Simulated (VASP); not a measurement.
A cell of Re (hcp) near equilibrium:

```
Re
1.0
    1.37464    -2.38094     0.00000
    1.37464     2.38094     0.00000
    0.00000     0.00000     4.44801
Re
2
Cartesian
  1.37464   0.79365   1.11200
  1.37464  -0.79365   3.33601
```

Level of theory: PBEsol GGA, VASP's PBE PAW potentials (set 64) (plane waves; VASP).

```tsv
run	ΔE (meV/atom)	σxx	σyy	σzz	largest shear component, with its sign (GPa)	largest force (eV/Å)
as it is	0.0	0.11	0.11	0.16	0.00	0.000
after one change	42.4	-21.80	-10.64	-9.44	0.00	0.099
```
Stress is in GPa, positive when the cell is compressed.

**Question.** Name the change that produced these shifts.
(A) biaxial strain of +0.5 % in the xz plane
(B) uniaxial strain of +1.0 % along x
(C) uniaxial strain of +4.0 % along x
(D) atom 2 (Re) moved by 0.025 Å along y

**Answer.** C, uniaxial strain of +4.0 % along x

The compound is Re in the hcp structure.
